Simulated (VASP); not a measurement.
Level of theory: PBE GGA with D3 dispersion (Becke-Johnson damping), VASP's PBE PAW potentials (set 64) (plane waves; VASP).

A VASP calculation is set up with these files.

**KPOINTS**
```
K-points
0
G
  1 1 1
```

POSCAR:
```
Sn atom
1.0
 12.0000000000   0.0000000000   0.0000000000
  0.0000000000  12.5000000000   0.0000000000
  0.0000000000   0.0000000000  13.0000000000
Sn
1
Cart
  0.0000000000   0.0000000000   0.0000000000
```

### INCAR
```
# general
SYSTEM  = Sn atom
PREC    = Normal
ENCUT   = 520
LREAL   = .FALSE.
LASPH   = .TRUE.
ISYM    = 0

# electronic loop
EDIFF   = 1E-6
NELM    = 200
ALGO    = All
LMAXMIX = 4

# smearing
ISMEAR  = 0
SIGMA   = 0.01

# functional
GGA     = PE
IVDW    = 12

# spin
ISPIN   = 2
MAGMOM  = 2
NUPDOWN = 2

# output
LWAVE   = .FALSE.
LCHARG  = .FALSE.
LORBIT  = 10
```

POTCAR, in this order: Sn_d (PBE.64 set). Program: vasp_gam. Read from the step before: WAVECAR.

Output

OSZICAR:
```
       N       E                     dE             d eps       ncg     rms           ort
SDA:   1    -0.667656012523E+00   -0.66766E+00    0.00000E+00    12   0.812E-04   0.000E+00
CGA:   2    -0.667667161064E+00   -0.11149E-04   -0.10014E-04    12   0.213E-05  -0.139E-05
CGA:   3    -0.667667680358E+00   -0.51929E-06   -0.52960E-06    12   0.878E-06  -0.109E-06
   1 F= -.66814407E+00 E0= -.66428781E+00  d E =-.771253E-02  mag=     2.0000
```

### OUTCAR
```
------------------------ aborting loop because EDIFF is reached ----------------------------------------
 Edisp (eV)   -0.00048
  FORCE on cell =-STRESS in cart. coord.  units (eV):
  Direction    XX          YY          ZZ          XY          YZ          ZX
  --------------------------------------------------------------------------------------
  Total      -0.00646    -0.00936    -0.00895    -0.00212     0.00044     0.00111
  in kB      -0.00531    -0.00769    -0.00735    -0.00174     0.00036     0.00091
  external pressure =       -0.01 kB  Pullay stress =        0.00 kB
  volume of cell :     1950.00
      direct lattice vectors                 reciprocal lattice vectors
    12.000000000  0.000000000  0.000000000     0.083333333  0.000000000  0.000000000
     0.000000000 12.500000000  0.000000000     0.000000000  0.080000000  0.000000000
     0.000000000  0.000000000 13.000000000     0.000000000  0.000000000  0.076923077
 POSITION                                       TOTAL-FORCE (eV/Angst)
 -----------------------------------------------------------------------------------
      0.00000      0.00000      0.00000         0.000001      0.000010      0.000009
 -----------------------------------------------------------------------------------
    total drift:                                0.000001      0.000010      0.000009
  FREE ENERGIE OF THE ION-ELECTRON SYSTEM (eV)
  ---------------------------------------------------
  free  energy   TOTEN  =        -0.6681440721 eV

  energy  without entropy=       -0.6604315468  energy(sigma->0) =       -0.66428781

 total charge

# of ion       s       p       d       tot
------------------------------------------
    1        1.342   0.763   9.919  12.024

 magnetization (x)

# of ion       s       p       d       tot
------------------------------------------
    1       -0.004   0.763  -0.001   0.757
```
(Selected blocks of OUTCAR.)

The atom may not be in its lowest state.

The cell is a free atom in a box.
